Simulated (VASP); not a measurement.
Write the native input for VASP 6.6.1 that does the following.

| Property | Result |
| --- | --- |
| Task | single point |
| Functional | PBE |
| Potentials or basis | VASP PAW PBE potentials, release 64 (Rb_sv, Zn, Mg) |
| Cutoff | 520 eV |
| k mesh | 5 × 5 × 5 |
| Occupations | fermi-dirac, width 0.05 eV |
| Spin | no spin polarisation |
| Further INCAR settings | ALGO = Normal; EDIFF = 1e-07; NBANDS = 26 |

The structure of RbMg6Zn lies in POSCAR:

```
RbMg6Zn
1.0
    5.2175370000      0.0000000000      0.0000000000
    0.0000000000      3.5205290000      5.8683675000
    0.0000000000     -3.5205290000      5.8683675000
Rb Zn Mg
1 1 6
Direct
    0.5000000000      0.6699030000      0.6699030000
    0.0000000000      0.8593480000      0.8593480000
    0.5000000000      0.1629480000      0.1629480000
    0.5000000000      0.6764730000      0.1584970000
    0.5000000000      0.1584970000      0.6764730000
    0.0000000000      0.3343810000      0.3343810000
    0.0000000000      0.8505310000      0.2879190000
    0.0000000000      0.2879190000      0.8505310000
```

The cell comes from a database or a generator and needn't be the stable form of this composition.

One way to write it, as run:

INCAR

```
SYSTEM = RbMg6Zn
  PREC = Accurate
  ENCUT = 520
  EDIFF = 1E-7
  ISMEAR = -1
  SIGMA = 0.05
  LREAL = .FALSE.
  LASPH = .TRUE.
  NELM = 100
  ALGO = Normal
  ISIF = 2
  LWAVE = .FALSE.
  LCHARG = .FALSE.
  GGA = PE
  NBANDS = 26
```

KPOINTS

```
Automatic mesh
0
G
  5 5 5
  0 0 0
```

Potentials or basis: VASP PAW PBE potentials, release 64 (Rb_sv, Zn, Mg).

Launch:

```sh
$ cat potpaw_PBE.64/Rb_sv/POTCAR potpaw_PBE.64/Zn/POTCAR potpaw_PBE.64/Mg/POTCAR > POTCAR
$ mpirun -np 1 vasp_std > vasp.out
```

Results of the run:

```
Pressure               : -0.1 GPa
Largest force          : 0.079 eV/Å
Band gap on the k mesh : none (metal or under the smearing width)
```

Run time: 2.9 min on 1 thread of Intel(R) Xeon(R) Platinum 8375C CPU @ 2.90GHz (Ice Lake), on a shared host, peak memory 0.43 GiB.
